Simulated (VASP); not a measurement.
```yaml
crystal:
  lattice:
    - [1.58948, -2.75307, 0.00000]
    - [1.58948, 2.75307, 0.00000]
    - [0.00000, 0.00000, 5.12235]
  atoms:
    - { symbol: Zr, position: [0.33333, 0.66667, 0.25000] }
    - { symbol: Zr, position: [0.66667, 0.33333, 0.75000] }
```

All values below come from optB88-vdW, VASP's PBE PAW potentials (set 64) (plane waves; VASP). Settings: 520 eV cut-off, 13×13×7 Γ-centred mesh, first-order Methfessel-Paxton smearing of 0.10 eV, potentials Zr_sv.

**Question.** Give the stress tensor in GPa (positive for a compressed cell).

**Answer.** 
```
3.07  0.00  0.00
0.00  3.07  0.00
0.00  0.00  3.16
```
The pressure is its mean diagonal, 3.10 GPa.

The compound is Zr in the hcp structure. This cell is one point of a volume scan, at 0.97 of the reference volume.
